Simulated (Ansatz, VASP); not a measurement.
## Two plane-wave programs on Y2HfF

```
CELL_PARAMETERS angstrom
1.72203 -2.86908 0.00000
1.72203 2.86908 0.00000
0.00000 0.00000 9.18892
ATOMIC_POSITIONS crystal
Y 0.50000 0.50000 0.28714
Y 0.50000 0.50000 0.71286
Hf 0.00000 0.00000 0.00000
F 0.00000 0.00000 0.50000
```

Alike in both runs: functional PBE; k mesh 6 × 6 × 2; occupations gaussian, width 0.1 eV; no spin polarisation.

Ansatz relaxed the structure, and its values are those at the end. VASP's run is a single point on that final structure, the one shown.

|  | VASP | Ansatz |
| --- | --- | --- |
| version | VASP 6.6.1 | Ansatz 0.2.0 |
| potentials or method | VASP PAW PBE potentials, release 64 (Y_sv, Hf_pv, F) | scalar-relativistic, plane waves, PAW |
| plane-wave cutoff (eV) | 520 | 420 |
| valence electrons in the cell | 39 | 55 |

|  | VASP | Ansatz | Ansatz less VASP |
| --- | --- | --- | --- |
| gap on the k mesh at the Fermi level (eV) | none | none | - |
| pressure (GPa) | -0.1 | 0.1 | +0.21 |
| rms of the force components (eV/Å) | 0.006 | 0.001 | -0.0055 |

A gap of «none» marks a metal or a gap that the smearing closes. The two sets of potentials don't hold the same shells in valence.

Caveats: an odd number of electrons without spin polarisation forces a metal; a magnetic or distorted state may lie lower. The runs have no spin-orbit coupling, so splittings on Hf are missing.
